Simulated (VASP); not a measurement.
```
CELL_PARAMETERS angstrom
      3.02065     0.00000     0.00000
     -1.51032     2.61596     0.00000
      0.00000     0.00000     4.95847
ATOMIC_POSITIONS crystal
  Si 0.33333 0.66667 0.49960
  Si 0.66667 0.33333 0.99960
  C  0.33333 0.66667 0.87540
  C  0.66667 0.33333 0.37540
```

Level of theory: PBE GGA, VASP's PBE PAW potentials (set 64) (plane waves; VASP). Numerical set-up: 400 eV cut-off, 13×13×7 Γ-centred mesh, Gaussian smearing of 0.010 eV, potentials Si C.

Problem. Give the energies of bands 3 to 11 at the high-symmetry points, in eV from the valence-band maximum.

Solution. 
| band | Γ | M | K | A | L | H |
|---|---|---|---|---|---|---|
| 3 | -9.02 | -7.92 | -7.06 | -4.55 | -8.52 | -7.92 |
| 4 | -1.34 | -6.43 | -6.30 | -4.55 | -8.52 | -7.92 |
| 5 | -1.34 | -5.62 | -6.30 | -0.72 | -2.52 | -5.92 |
| 6 | -0.12 | -3.44 | -4.20 | -0.72 | -2.52 | -5.92 |
| 7 | 0.00 | -3.43 | -4.20 | -0.72 | -2.39 | -1.77 |
| 8 | 0.00 | -1.21 | -4.01 | -0.72 | -2.39 | -1.77 |
| 9 | 5.27 | 2.87 | 2.17 | 6.37 | 3.40 | 5.34 |
| 10 | 6.77 | 4.28 | 8.37 | 6.37 | 3.40 | 5.34 |
| 11 | 7.00 | 7.30 | 9.12 | 7.65 | 5.49 | 6.11 |

The gap is indirect, 2.17 eV, from the valence maximum at Γ to the conduction minimum at K.

The structure comes from a computed database's SiC entry; how it stands against other phases isn't given here. The cell was not relaxed at this level.
